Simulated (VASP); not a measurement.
Level of theory: LDA (Ceperley-Alder, Perdew-Zunger), VASP's LDA PAW potentials (set 64) (plane waves; VASP).

VASP ran on this input.

File POSCAR:
```
W
1.0
 -1.5800000000   1.5800000000   1.5800000000
  1.5800000000  -1.5800000000   1.5800000000
  1.5800000000   1.5800000000  -1.5800000000
W
1
Direct
  0.0000000000   0.0000000000   0.0000000000
```

INCAR:
```
! general
SYSTEM  = W
PREC    = Accurate
ENCUT   = 520
LREAL   = .FALSE.
LASPH   = .TRUE.

! electronic loop
EDIFF   = 1E-6
NELM    = 100
ALGO    = Normal
LMAXMIX = 6

! smearing
ISMEAR  = 1
SIGMA   = 0.1

! ions
IBRION  = 2
NSW     = 60
ISIF    = 3
EDIFFG  = -0.01

! output
LWAVE   = .FALSE.
LCHARG  = .FALSE.
```

KPOINTS:
```
kpoints
0
gamma
15 15 15
```

POTCAR, in this order: W_sv (LDA.64 set). Program: vasp_std.

Unless said otherwise, spin-orbit coupling is left out, though it shifts the bands of the heavy elements here.

What does the run give for the energy per atom (σ→0), volume per atom, band gap (on the k-mesh)?

The energy per atom (σ→0) is -14.102 eV/atom, the band gap (on the k-mesh) is none (metal, semimetal or under 0.01 eV) and the volume per atom comes out as 15.51 Å³/atom.

### OSZICAR
```
...
DAV:   6    -0.141015867908E+02    0.57951E-06   -0.30341E-06  2697   0.243E-02
   3 F= -.14101587E+02 E0= -.14101720E+02  d E =-.457603E-02
       N       E                     dE             d eps       ncg     rms          rms(c)
DAV:   1    -0.141016131566E+02   -0.25786E-04   -0.52581E-04  2730   0.366E-01    0.627E-02
DAV:   2    -0.141015941589E+02    0.18998E-04   -0.28255E-05  2712   0.736E-02    0.140E-02
DAV:   3    -0.141015909245E+02    0.32344E-05   -0.87859E-06  2754   0.401E-02    0.111E-02
DAV:   4    -0.141015909488E+02   -0.24264E-07   -0.20379E-07  1377   0.642E-03
   4 F= -.14101591E+02 E0= -.14101724E+02  d E =-.458019E-02
```

The compound is W in the bcc structure. This run relaxes it. Symmetry was kept, so distortions that lower it aren't found.
